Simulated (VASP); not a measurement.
# SmF2 (P-3m1) in VASP: a series of runs

One crystal, SmF2, is run at these levels: r2SCAN+U; tasks: single point.

All numbers are computed with VASP 6.6.1; they aren't measurements. Logs are shortened: lines on timing, memory, paths and dates and some standing lists are left out, and cuts for length are marked.

### Step 1. The crystal as given

The structure is trigonal, space group P-3m1 (No. 164). The conventional cell has a = 3.564 Å, b = 3.564 Å, c = 5.749 Å, α = 90.00°, β = 90.00°, γ = 120.00°. Around Sm (site symmetry -3m) lie 6 F at 2.52 Å. Around F (site symmetry 3m) lie 3 Sm at 2.52 Å.

The cell comes from a database or a generator and needn't be the stable form of this composition.

### Step 2. Single point, r2SCAN+U, collinear spin, random start

Contents of INCAR:

```
PREC     = Accurate       # precision mode
ENCUT    = 520            # plane-wave cutoff, eV
EDIFF    = 1E-7           # SCF threshold, eV
ISMEAR   = 0              # smearing method
SIGMA    = 0.05           # smearing width, eV
LREAL    = F              # projectors in reciprocal space
LASPH    = T              # aspherical terms in the spheres
NELM     = 150            # most SCF steps
ALGO     = Normal         # electronic algorithm
ISIF     = 2              # what is computed and relaxed
LWAVE    = F              # write WAVECAR
LCHARG   = F              # write CHGCAR
ISPIN    = 2              # spin polarisation
MAGMOM   = 4.67 0 0       # initial moments
LORBIT   = 11             # projections on sites
LMAXMIX  = 6              # l up to which the mixer works
LDAU     = T              # DFT+U
LDAUTYPE = 2            
LDAUL    = 3 -1           # shell
LDAUU    = 4 0            # U, eV
LDAUJ    = 0 0          
LDAUPRINT= 1            
METAGGA  = R2SCAN         # meta-GGA
LMIXTAU  = T
```

Contents of KPOINTS:

```
regular mesh
0
Gamma
  6 6 4
```

Contents of POSCAR:

```
SmF2
1.0
    3.5639467600      0.0000000000      0.0000000000
   -1.7819733800      3.0864684300      0.0000000000
    0.0000000000      0.0000000000      5.7493858200
Sm F
1 2
Direct
    0.0000000000      0.0000000000      0.0000000000
    0.3333333333      0.6666666667      0.2520000000
    0.6666666667      0.3333333333      0.7480000000
```

Potentials or basis: VASP PAW PBE potentials, release 64 (Sm, F).

Started as:

```bash
$ cat potpaw_PBE.64/Sm/POTCAR potpaw_PBE.64/F/POTCAR > POTCAR
$ mpirun -np 1 vasp_std > vasp.out
```

OUTCAR:

```text
PREC = Accurate
   ENCUT = 520
   EDIFF = 1E-7
   ISMEAR = 0
   LREAL = F
   LASPH = T
   NELM = 150
   ISIF = 2
   ISPIN = 2
   LORBIT = 11
   METAGGA = R2SCAN

 ion  position               nearest neighbor table
   1  0.000  0.000  0.000-   2 2.52   3 2.52   3 2.52   2 2.52   3 2.52   2 2.52
   2  0.333  0.667  0.252-   1 2.52   1 2.52   1 2.52
   3  0.667  0.333  0.748-   1 2.52   1 2.52   1 2.52

  LATTYP: Found a hexagonal cell.
 ALAT       =     3.5639467600
 C/A-ratio  =     1.6132075497

  Lattice vectors:

 A1 = (   3.5639467600,   0.0000000000,   0.0000000000)
 A2 = (  -1.7819733800,   3.0864684300,   0.0000000000)
 A3 = (   0.0000000000,   0.0000000000,   5.7493858200)

Analysis of symmetry for initial positions (statically):
=====================================================================
 Subroutine PRICEL returns:
 Original cell was already a primitive cell.

 Routine SETGRP: Setting up the symmetry group for a
 hexagonal supercell.

 Subroutine GETGRP returns: Found 12 space group operations
 (whereof 12 operations were pure point group operations)
 out of a pool of 24 trial point group operations.

The static configuration has the point symmetry D_3d.

Analysis of symmetry for dynamics (positions and initial velocities):
=====================================================================
 Subroutine PRICEL returns:
 Original cell was already a primitive cell.

 Routine SETGRP: Setting up the symmetry group for a
 hexagonal supercell.

 Subroutine GETGRP returns: Found 12 space group operations
 (whereof 12 operations were pure point group operations)
 out of a pool of 24 trial point group operations.

The dynamic configuration has the point symmetry D_3d.

Analysis of structural, dynamic, and magnetic symmetry:
=====================================================================
 Subroutine PRICEL returns:
 Original cell was already a primitive cell.

 Routine SETGRP: Setting up the symmetry group for a
 hexagonal supercell.

 Subroutine GETGRP returns: Found 12 space group operations
 (whereof 12 operations were pure point group operations)
 out of a pool of 24 trial point group operations.

The overall configuration has the point symmetry D_3d.

 Subroutine INISYM returns: Found 12 space group operations
 (whereof 12 operations are pure point group operations),
 and found     1 'primitive' translations

----------------------------------------------------------------------------------------

                                     Primitive cell

  volume of cell :      63.2433

  direct lattice vectors                    reciprocal lattice vectors
     3.563946760  0.000000000  0.000000000     0.280587805  0.161997445  0.000000000
    -1.781973380  3.086468430  0.000000000     0.000000000  0.323994890  0.000000000
     0.000000000  0.000000000  5.749385820     0.000000000  0.000000000  0.173931622

  length of vectors
     3.563946760  3.563946758  5.749385820     0.323994890  0.323994890  0.173931622

  position of ions in fractional coordinates (direct lattice)
     0.000000000  0.000000000  0.000000000
     0.333333333  0.666666667  0.252000000
     0.666666667  0.333333333  0.748000000

  ion indices of the primitive-cell ions
   primitive index   ion index
                 1           1
                 2           2
                 3           3

----------------------------------------------------------------------------------------

 KPOINTS: regular mesh

Automatic generation of k-mesh.
[... 101 lines left out ...]
 Gauss-broadening in eV      SIGMA  =   0.05
  energy-cutoff  :      520.00
  volume of cell :       63.24
 maximum number of plane-waves:      1737
 NGX is ok and might be reduce to    28
   NGX = 13   NGY = 13   NGZ = 21

 number of electron      30.0000000 magnetization       5.7919266

 Free energy of the ion-electron system (eV)
  ---------------------------------------------------
  ext. energy  EPLUGINS =         0.00000000
  ---------------------------------------------------
  free energy    TOTEN  =       -56.54339953 eV

  energy without entropy =      -56.51677811  energy(sigma->0) =      -56.53008882

atom =   1  type =  1  l = 3

 onsite density matrix

spin component  1

  0.9801  0.0000 -0.0000  0.0065 -0.0000 -0.0000 -0.0000
  0.0000  0.6789 -0.0000 -0.0000  0.3512 -0.0000 -0.0000
 -0.0000 -0.0000  0.5882 -0.0000  0.0000  0.3512  0.0000
  0.0065 -0.0000 -0.0000  0.9872 -0.0000 -0.0000 -0.0000
 -0.0000  0.3512  0.0000 -0.0000  0.5882  0.0000 -0.0000
 -0.0000 -0.0000  0.3512 -0.0000  0.0000  0.6789  0.0000
 -0.0000 -0.0000  0.0000 -0.0000 -0.0000  0.0000  0.9794

spin component  2

  0.0029 -0.0000 -0.0000  0.0026  0.0000 -0.0000 -0.0000
 -0.0000  0.0043  0.0000 -0.0000 -0.0012 -0.0000  0.0000
 -0.0000  0.0000  0.0017 -0.0000  0.0000 -0.0012  0.0000
  0.0026 -0.0000 -0.0000  0.0024 -0.0000 -0.0000 -0.0000
  0.0000 -0.0012  0.0000 -0.0000  0.0017  0.0000 -0.0000
 -0.0000 -0.0000 -0.0012 -0.0000  0.0000  0.0043  0.0000
 -0.0000  0.0000  0.0000 -0.0000 -0.0000  0.0000  0.0013

 occupancies and eigenvectors

  o =  0.0000  v =  0.0000  0.0000  0.0000  0.0000  0.0000  0.0000  0.0000  0.6683 -0.0000  0.0000 -0.7439 -0.0000 -0.0000  0.0000      0.0000  0.0000  0.0000  0.0000  0.0000  0.0000  0.0000  0.0000  0.0000  0.0000  0.0000  0.0000  0.0000  0.0000
  o =  0.0013  v =  0.0000  0.0000  0.0000  0.0000  0.0000  0.0000  0.0000 -0.0000  0.0000 -0.9284 -0.0000  0.0000 -0.3716  0.0000      0.0000  0.0000  0.0000  0.0000  0.0000  0.0000  0.0000  0.0000  0.0000  0.0000  0.0000  0.0000  0.0000  0.0000
  o =  0.0013  v =  0.0000  0.0000  0.0000  0.0000  0.0000  0.0000  0.0000 -0.0000 -0.3716 -0.0000 -0.0000 -0.9284 -0.0000 -0.0000      0.0000  0.0000  0.0000  0.0000  0.0000  0.0000  0.0000  0.0000  0.0000  0.0000  0.0000  0.0000  0.0000  0.0000
  o =  0.0013  v =  0.0000  0.0000  0.0000  0.0000  0.0000  0.0000  0.0000  0.0000  0.0000 -0.0000 -0.0000  0.0000 -0.0000 -1.0000      0.0000  0.0000  0.0000  0.0000  0.0000  0.0000  0.0000  0.0000  0.0000  0.0000  0.0000  0.0000  0.0000  0.0000
  o =  0.0047  v =  0.0000  0.0000  0.0000  0.0000  0.0000  0.0000  0.0000  0.0000  0.0000 -0.3716  0.0000 -0.0000  0.9284  0.0000      0.0000  0.0000  0.0000  0.0000  0.0000  0.0000  0.0000  0.0000  0.0000  0.0000  0.0000  0.0000  0.0000  0.0000
  o =  0.0047  v =  0.0000  0.0000  0.0000  0.0000  0.0000  0.0000  0.0000  0.0000 -0.9284 -0.0000  0.0000  0.3716  0.0000 -0.0000      0.0000  0.0000  0.0000  0.0000  0.0000  0.0000  0.0000  0.0000  0.0000  0.0000  0.0000  0.0000  0.0000  0.0000
  o =  0.0053  v =  0.0000  0.0000  0.0000  0.0000  0.0000  0.0000  0.0000 -0.7439  0.0000 -0.0000 -0.6683 -0.0000  0.0000  0.0000      0.0000  0.0000  0.0000  0.0000  0.0000  0.0000  0.0000  0.0000  0.0000  0.0000  0.0000  0.0000  0.0000  0.0000
  o =  0.2795  v =  0.0000 -0.0000  0.7510 -0.0000  0.0000 -0.6603  0.0000  0.0000  0.0000  0.0000  0.0000  0.0000  0.0000  0.0000      0.0000  0.0000  0.0000  0.0000  0.0000  0.0000  0.0000  0.0000  0.0000  0.0000  0.0000  0.0000  0.0000  0.0000
  o =  0.2795  v = -0.0000 -0.6603 -0.0000  0.0000  0.7510  0.0000  0.0000  0.0000  0.0000  0.0000  0.0000  0.0000  0.0000  0.0000      0.0000  0.0000  0.0000  0.0000  0.0000  0.0000  0.0000  0.0000  0.0000  0.0000  0.0000  0.0000  0.0000  0.0000
  o =  0.9763  v =  0.8603  0.0000 -0.0000 -0.5098  0.0000 -0.0000  0.0000  0.0000  0.0000  0.0000  0.0000  0.0000  0.0000  0.0000      0.0000  0.0000  0.0000  0.0000  0.0000  0.0000  0.0000  0.0000  0.0000  0.0000  0.0000  0.0000  0.0000  0.0000
  o =  0.9794  v =  0.0000 -0.0000  0.0000 -0.0000 -0.0000  0.0000 -1.0000  0.0000  0.0000  0.0000  0.0000  0.0000  0.0000  0.0000      0.0000  0.0000  0.0000  0.0000  0.0000  0.0000  0.0000  0.0000  0.0000  0.0000  0.0000  0.0000  0.0000  0.0000
  o =  0.9876  v = -0.0000  0.0000 -0.6603 -0.0000  0.0000 -0.7510 -0.0000  0.0000  0.0000  0.0000  0.0000  0.0000  0.0000  0.0000      0.0000  0.0000  0.0000  0.0000  0.0000  0.0000  0.0000  0.0000  0.0000  0.0000  0.0000  0.0000  0.0000  0.0000
  o =  0.9876  v = -0.0000 -0.7510 -0.0000 -0.0000 -0.6603 -0.0000  0.0000  0.0000  0.0000  0.0000  0.0000  0.0000  0.0000  0.0000      0.0000  0.0000  0.0000  0.0000  0.0000  0.0000  0.0000  0.0000  0.0000  0.0000  0.0000  0.0000  0.0000  0.0000
  o =  0.9910  v = -0.5098 -0.0000  0.0000 -0.8603 -0.0000  0.0000  0.0000  0.0000  0.0000  0.0000  0.0000  0.0000  0.0000  0.0000      0.0000  0.0000  0.0000  0.0000  0.0000  0.0000  0.0000  0.0000  0.0000  0.0000  0.0000  0.0000  0.0000  0.0000

 number of electron      30.0000000 magnetization       5.9999987

 Free energy of the ion-electron system (eV)
  ---------------------------------------------------
  ext. energy  EPLUGINS =         0.00000000
  ---------------------------------------------------
  free energy    TOTEN  =       -52.37977630 eV

  energy without entropy =      -52.36788432  energy(sigma->0) =      -52.37383031

 E-fermi :   2.1695     XC(G=0):  -8.7921

 val. band max:        2.1646480564   @ k =   0.3333   0.1667   0.5000
 cond. band min:       2.1801834677   @ k =   0.5000   0.0000   0.0000
 fundamental gap:      0.0155354114
 Fermi energy:         2.1695335863

 spin component 1

 k-point     1 :       0.0000    0.0000    0.0000
  band No.  band energies     occupation
      1     -40.7401      1.00000
      2     -24.3913      1.00000
      3     -24.1475      1.00000
      4     -19.3482      1.00000
      5     -19.3063      1.00000
      6     -19.3063      1.00000
[... 565 lines left out ...]
     20       3.8433      0.00000
     21       3.8433      0.00000
 Fermi energy:         2.1695335863

 spin component 2

 k-point     1 :       0.0000    0.0000    0.0000
  band No.  band energies     occupation
      1     -37.7045      1.00000
      2     -24.3438      1.00000
      3     -24.1413      1.00000
      4     -17.4003      1.00000
      5     -16.9278      1.00000
      6     -16.9278      1.00000
[... 565 lines left out ...]
     20       7.6655      0.00000
     21       7.9195      0.00000

------------------------ aborting loop because EDIFF is reached ----------------------------------------

  FORCE on cell =-STRESS in cart. coord.  units (eV):
  Direction    XX          YY          ZZ          XY          YZ          ZX
  --------------------------------------------------------------------------------------
  -------------------------------------------------------------------------------------
  Total       -1.0866752     -1.0866752     -4.2233441      0.0000000      0.0000000      0.0000000
  in kB      -27.5293418    -27.5293418   -106.9923066      0.0000000      0.0000000      0.0000000
  external PRESSURE =     -54.0169967 kB  Pullay stress =       0.0000000 kB

 VOLUME and BASIS-vectors are now :
 -----------------------------------------------------------------------------
  energy-cutoff  :      520.00
  volume of cell :       63.24
      direct lattice vectors                 reciprocal lattice vectors
     3.563946760  0.000000000  0.000000000     0.280587805  0.161997445  0.000000000
    -1.781973380  3.086468430  0.000000000     0.000000000  0.323994890  0.000000000
     0.000000000  0.000000000  5.749385820     0.000000000  0.000000000  0.173931622

 POSITION                                       TOTAL-FORCE (eV/Angst)
 -----------------------------------------------------------------------------------
      0.00000      0.00000      0.00000         0.000000      0.000000      0.000000
     -0.00000      2.05765      1.44885        -0.000000      0.000000     -1.334158
      1.78197      1.02882      4.30054         0.000000     -0.000000      1.334158
 -----------------------------------------------------------------------------------
    total drift:                                0.000000     -0.000000      0.000000

  FREE ENERGIE OF THE ION-ELECTRON SYSTEM (eV)
  ---------------------------------------------------
  free  energy   TOTEN  =       -52.3797762965 eV

  energy  without entropy=      -52.3678843169  energy(sigma->0) =      -52.37383031

 total charge

# of ion       s       p       d       f       tot
--------------------------------------------------
    1        2.027   5.713   0.377   5.492  13.609
    2        1.739   4.354   0.000   0.000   6.093
    3        1.739   4.354   0.000   0.000   6.093
--------------------------------------------------
tot          5.505  14.421   0.377   5.492  25.796

 magnetization (x)

# of ion       s       p       d       f       tot
--------------------------------------------------
    1       -0.030  -0.162   0.203   5.456   5.468
    2        0.000  -0.013   0.000   0.000  -0.013
    3        0.000  -0.013   0.000   0.000  -0.013
--------------------------------------------------
tot         -0.030  -0.188   0.203   5.456   5.441
```

It took 13 min on 1 thread of Intel Xeon Platinum 8259CL at 2.50GHz (Skylake/Cascade Lake), shared host; peak memory 0.27 GiB.

Results:

* Free energy: -52.3798 eV
* Pressure: -5.4 GPa
* Largest force: 1.334 eV/Å
* Band gap on the k mesh: none (metal or under the smearing width)
* Net moment: 6.00 μB per cell
* Site moments: Sm +5.47; F -0.01 μB
* Valence electrons inside the program's atomic spheres: Sm 13.61; F 6.09

Forces in eV/Å, atoms in the order of the input:
```
Sm   0.000  0.000  0.000
F    0.000  0.000 -1.334
F    0.000  0.000  1.334
```

Eigenvalues of the final occupation matrices:
```
    site  spin  trace                         eigenvalues
site 1 f     1   5.48  0.28 0.28 0.98 0.98 0.99 0.99 0.99
site 1 f     2   0.02  0.00 0.00 0.00 0.00 0.00 0.00 0.01
```

Caveat: the magnetic or orbital state may not be the lowest; the PAW data sets were made with another functional, which shifts forces and pressure a little; spin-orbit coupling is left out, which moves the levels of the heavy elements.

### Step 3. Single point, r2SCAN+U, collinear spin, ferromagnetic start

Contents of INCAR:

```
SYSTEM = SmF2
PREC = Accurate ; ENCUT = 520
EDIFF = 1E-7 ; ISMEAR = 0
SIGMA = 0.05 ; LREAL = .FALSE.
LASPH = .TRUE. ; NELM = 150
ALGO = Normal ; ISIF = 2
LWAVE = .FALSE. ; LCHARG = .TRUE.
ISPIN = 2 ; MAGMOM = 5 0 0
LORBIT = 11 ; LMAXMIX = 6
LDAU = .TRUE. ; LDAUTYPE = 2
LDAUL = 3 -1 ; LDAUU = 3 0
LDAUJ = 0 0 ; LDAUPRINT = 1
METAGGA = R2SCAN ; LMIXTAU = .TRUE.
LELF = .TRUE. ; LVHAR = .TRUE.
```

Contents of KPOINTS:

```
regular mesh
0
G
  6 6 4
  0 0 0
```

POSCAR is that of step 2.

Potentials or basis: VASP PAW PBE potentials, release 64 (Sm, F).

Started as:

```bash
$ cat potpaw_PBE.64/Sm/POTCAR potpaw_PBE.64/F/POTCAR > POTCAR
$ mpirun -np 1 vasp_std > vasp.out
```

Run time: 11 min. Hardware: 1 thread of Intel Xeon Platinum 8259CL at 2.50GHz (Skylake/Cascade Lake), shared host; peak memory 0.27 GiB.

The run converged. Its results:

```yaml
Free_energy: -52.6429 eV
Pressure: -5.0 GPa
Largest_force: 1.408 eV/Å
Band_gap_on_the_k_mesh: none (metal or under the smearing width)
Net_moment: 6.00 μB per cell
Site_moments: Sm +5.50; F -0.02 μB
Valence_electrons_inside_the_program's_atomic_spheres: Sm 13.66; F 6.09
```

Forces in eV/Å, atoms in the order of the input:
```
Sm   0.000  0.000  0.000
F    0.000  0.000 -1.408
F    0.000  0.000  1.408
```

Stress tensor (GPa, compression positive):
```
 -1.88   0.00   0.00
  0.00  -1.88   0.00
  0.00   0.00 -11.24
```

Levels at points of the mesh, in eV from the Fermi level:
Spin up:
| k point | band 16 | band 17 | band 18 | band 19 | band 20 | band 21 |
| --- | --- | --- | --- | --- | --- | --- |
| (0.00, 0.00, 0.00) | -2.44 | -2.35 | -0.33 | 0.25 | 0.25 | 1.61 |
| (0.50, 0.00, 0.00) | -2.54 | -2.25 | -0.38 | 0.00 | 0.21 | 3.29 |
| (0.00, 0.00, 0.50) | -2.45 | -2.35 | 0.09 | 0.25 | 0.25 | 1.97 |
| (0.50, 0.00, 0.50) | -2.54 | -2.25 | -0.34 | 0.00 | 0.21 | 3.35 |
Spin down:
| k point | band 9 | band 10 | band 11 | band 12 | band 13 | band 14 | band 15 | band 16 |
| --- | --- | --- | --- | --- | --- | --- | --- | --- |
| (0.00, 0.00, 0.00) | -6.99 | -6.45 | -6.45 | -6.40 | 0.67 | 2.35 | 3.37 | 3.37 |
| (0.50, 0.00, 0.00) | -6.94 | -6.70 | -6.48 | -6.38 | 0.78 | 4.19 | 4.29 | 4.67 |
| (0.00, 0.00, 0.50) | -6.96 | -6.79 | -6.49 | -6.49 | 1.20 | 3.35 | 3.35 | 3.45 |
| (0.50, 0.00, 0.50) | -6.94 | -6.69 | -6.41 | -6.34 | 0.85 | 4.25 | 4.32 | 4.84 |

Eigenvalues of the final occupation matrices:
| site | spin | trace | eigenvalues |
| --- | --- | --- | --- |
| site 1 f | 1 | 5.56 | 0.33 0.33 0.97 0.98 0.99 0.99 0.99 |
| site 1 f | 2 | 0.02 | 0.00 0.00 0.00 0.00 0.00 0.00 0.01 |

Caveat: the magnetic or orbital state may not be the lowest; the PAW data sets were made with another functional, which shifts forces and pressure a little; spin-orbit coupling is left out, which moves the levels of the heavy elements.
